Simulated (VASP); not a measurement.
An input for Ansatz (written as the equivalent of a VASP run, and not itself run):

Ansatz 0.2 input:
```yaml
crystal:
  lattice:
    - [0.0000000, 2.8695992, 2.8695992]
    - [2.8695992, 0.0000000, 2.8695992]
    - [2.8695992, 2.8695992, 0.0000000]
  atoms:
    - { symbol: Ta, position: [0.0000000, 0.0000000, 0.0000000] }
    - { symbol: As, position: [0.2500000, 0.2500000, 0.2500000] }
kpoints:
  mp_grid: { grid: [10, 10, 10] }
hamiltonian:
  xc: pbesol
  pseudopotentials: { kind: paw }
scf:
  occupations: { method: methfessel_paxton, width: 0.1 }
  max_iter: 100
relax:
  max_steps: 60
  f_tol: 0.01
  cell: {}
output: { forces: true, stress: true, eigenvalues: true }
```

Problem. Write the VASP files for the same calculation (PBEsol).

Solution. This is not unique; one that fits is 
**INCAR**
```
! general
SYSTEM   =  TaAs
PREC     =  Accurate
ENCUT    =  400
LREAL    =  .FALSE.
LASPH    =  .TRUE.

! electronic loop
EDIFF    =  1E-6
NELM     =  100
ALGO     =  Normal
LMAXMIX  =  6

! smearing
ISMEAR   =  1
SIGMA    =  0.1

! functional
GGA      =  PS

! ions
IBRION   =  2
NSW      =  60
ISIF     =  3
EDIFFG   =  -0.01

! output
LWAVE    =  .FALSE.
LCHARG   =  .FALSE.
```

File POSCAR:
```
TaAs
1
   -0.0000000000     2.8695991940     2.8695991940
    2.8695991940    -0.0000000000     2.8695991940
    2.8695991940     2.8695991940    -0.0000000000
Ta As
1 1
Direct
  0.0000000000   0.0000000000   0.0000000000
  0.2500000000   0.2500000000   0.2500000000
```

KPOINTS:
```
Automatic
0
G
10 10 10
0 0 0
```

POTCAR, in this order: Ta_pv As (PBE.64 set). Program: vasp_std.

What does not carry over: each code has its own PAW files, so the cut-off isn't converted (ENCUT is set for VASP's; basis.ecutwfc is left out, and Ansatz then takes the one that its files recommend); Ansatz stops its SCF on the density residual and VASP on the energy change (EDIFF).

The structure was generated: TaAs was put into the zinc blende type (F-43m), which need not be its known phase. It was relaxed first, which changed the volume by -36 %. The start is the result of an earlier pass.
